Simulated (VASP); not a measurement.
An input for Quantum ESPRESSO's pw.x (written as the equivalent of a VASP run, and not itself run):

```
&CONTROL
  calculation = 'scf'
  pseudo_dir = './pseudo'
  outdir = './out'
  tprnfor = .true.
  tstress = .true.
/
&SYSTEM
  ibrav = 0
  nat = 4
  ntyp = 2
  ecutwfc = 82
  occupations = 'smearing'
  smearing = 'gaussian'
  degauss = 0.003675
  input_dft = 'pbe'
/
&ELECTRONS
  conv_thr = 7.3e-08
  electron_maxstep = 100
/
ATOMIC_SPECIES
  Si 28.085 Si.upf
  C 12.011 C.upf
CELL_PARAMETERS angstrom
     1.5400000   -2.6673580    0.0000000
     1.5400000    2.6673580    0.0000000
     0.0000000    0.0000000    5.0500000
ATOMIC_POSITIONS crystal
  Si   0.6666670  0.3333330  0.5000000
  Si   0.3333330  0.6666670  0.0000000
  C    0.6666670  0.3333330  0.8750000
  C    0.3333330  0.6666670  0.3750000
K_POINTS automatic
  6 6 4 0 0 0
```

Translate this input to VASP (INCAR, KPOINTS, POSCAR, choice of POTCAR).

Several could match; the one computed here: 
**POSCAR**
```
SiC
1
    1.5400000000    -2.6673580000     0.0000000000
    1.5400000000     2.6673580000     0.0000000000
    0.0000000000     0.0000000000     5.0500000000
Si C
2 2
Direct
  0.6666670000   0.3333330000   0.5000000000
  0.3333330000   0.6666670000   0.0000000000
  0.6666670000   0.3333330000   0.8750000000
  0.3333330000   0.6666670000   0.3750000000
```

KPOINTS:
```
Regular mesh
0
gamma
6 6 4
```

### INCAR
```
! general
SYSTEM = SiC
PREC   = Accurate
ENCUT  = 520
LREAL  = F   ! projection in real space or not
LASPH  = T

! electronic loop
EDIFF  = 1E-6
NELM   = 100
ALGO   = Normal

! smearing
ISMEAR = 0   ! Gaussian
SIGMA  = 0.05   ! width (eV)

! functional
GGA    = PE   ! PBE

! ions
ISIF   = 2   ! forces and stress, cell fixed

! output
LWAVE  = F
LCHARG = F
```

POTCAR, in this order: Si C (PBE.64 set). Program: vasp_std.

Limits of the translation: the potentials are each code's own (VASP's PAW set, PseudoDojo norm-conserving files in pw.x), so ENCUT and ecutwfc are chosen apart and not converted; conv_thr bounds pw.x's estimated SCF error, while EDIFF bounds the energy change between steps.

The compound is SiC in the wurtzite structure, the rare 2H polytype. The cell was not relaxed at this level.
